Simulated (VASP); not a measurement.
These are PBE GGA, VASP's PBE PAW potentials (set 64) (plane waves; VASP) values and carry that method's errors.

VASP ran on this input.

**INCAR**
```
ALGO = Normal
EDIFF = 1E-7
ENCUT = 520
GGA = PE
ICHARG = 11
ISMEAR = 0
LASPH = .True.
LCHARG = .False.
LMAXMIX = 4
LORBIT = 11
LREAL = .False.
LWAVE = .False.
NELM = 100
PREC = Accurate
SIGMA = 0.05
SYSTEM = AgCl
```

**KPOINTS**
```
k-points along high-symmetry lines
15
Line-mode
Reciprocal
  0.000000   0.000000   0.000000 ! GAMMA
  0.500000   0.000000   0.500000 ! X

  0.500000   0.000000   0.500000 ! X
  0.625000   0.250000   0.625000 ! U

  0.375000   0.375000   0.750000 ! K
  0.000000   0.000000   0.000000 ! GAMMA

  0.000000   0.000000   0.000000 ! GAMMA
  0.500000   0.500000   0.500000 ! L

  0.500000   0.500000   0.500000 ! L
  0.500000   0.250000   0.750000 ! W

  0.500000   0.250000   0.750000 ! W
  0.500000   0.000000   0.500000 ! X
```

### POSCAR
```
AgCl
1
    0.0000000000     2.8032341594     2.8032341594
    2.8032341594     0.0000000000     2.8032341594
    2.8032341594     2.8032341594     0.0000000000
Ag Cl
1 1
Direct
  0.0000000000   0.0000000000   0.0000000000
  0.5000000000   0.5000000000   0.5000000000
```

POTCAR, in this order: Ag Cl (PBE.64 set). Program: vasp_std. Read from the step before: CHGCAR.

Output

OSZICAR:
```
       N       E                     dE             d eps       ncg     rms          rms(c)
DAV:   1     0.995437070890E+02    0.99544E+02   -0.88103E+03  2420   0.124E+03
DAV:   2    -0.140957714600E+01   -0.10095E+03   -0.94362E+02  2730   0.252E+02
DAV:   3    -0.541494871457E+01   -0.40054E+01   -0.39915E+01  2820   0.531E+01
DAV:   4    -0.544727971439E+01   -0.32331E-01   -0.32327E-01  2660   0.532E+00
DAV:   5    -0.544774443246E+01   -0.46472E-03   -0.46471E-03  2795   0.637E-01
DAV:   6    -0.544775342198E+01   -0.89895E-05   -0.89895E-05  2715   0.875E-02
DAV:   7    -0.544775361937E+01   -0.19739E-06   -0.19738E-06  2820   0.130E-02
DAV:   8    -0.544775362324E+01   -0.38717E-08   -0.38846E-08  1816   0.198E-03
   1 F= -.54477536E+01 E0= -.54477536E+01  d E =-.817113E-13
```

### OUTCAR
```
 val. band max:        3.4135407560   @ k =   0.5000   0.5000   0.5000

 cond. band min:       4.3328493513   @ k =   0.0000   0.0000   0.0000



 k-point     1 :       0.0000    0.0000    0.0000
  band No.  band energies     occupation
      1     -11.5216      2.00000
      2       1.0999      2.00000
      3       1.0999      2.00000
      4       1.0999      2.00000
      5       1.1392      2.00000
      6       1.1392      2.00000
      7       1.2237      2.00000
      8       1.2237      2.00000
      9       1.2237      2.00000
     10       4.3328      0.00000
     11      14.2817      0.00000
     12      14.2817      0.00000
     13      14.2817      0.00000

 k-point     2 :       0.0357    0.0000    0.0357
  band No.  band energies     occupation
      1     -11.5155      2.00000
      2       0.8343      2.00000
      3       1.0249      2.00000
      4       1.0249      2.00000
      5       1.0962      2.00000
      6       1.1414      2.00000
      7       1.2991      2.00000
      8       1.2991      2.00000
      9       1.4841      2.00000
     10       4.4227      0.00000
     11      14.1296      0.00000
     12      14.2134      0.00000
     13      14.2134      0.00000

 k-point     3 :       0.0714    0.0000    0.0714
  band No.  band energies     occupation
      1     -11.4974      2.00000
      2       0.4755      2.00000
      3       0.9150      2.00000
      4       0.9150      2.00000
      5       1.0850      2.00000
      6       1.1478      2.00000
      7       1.4095      2.00000
      8       1.4095      2.00000
      9       1.7185      2.00000
     10       4.6797      0.00000
     11      13.8046      0.00000
     12      14.0499      0.00000
     13      14.0500      0.00000

 k-point     4 :       0.1071    0.0000    0.1071
  band No.  band energies     occupation
      1     -11.4685      2.00000
      2       0.1276      2.00000
      3       0.8099      2.00000
      4       0.8099      2.00000
...
```

The density is held fixed in this step, so its total energy and stress have no physical meaning.

The compound is AgCl in the rock salt structure. It was relaxed first.
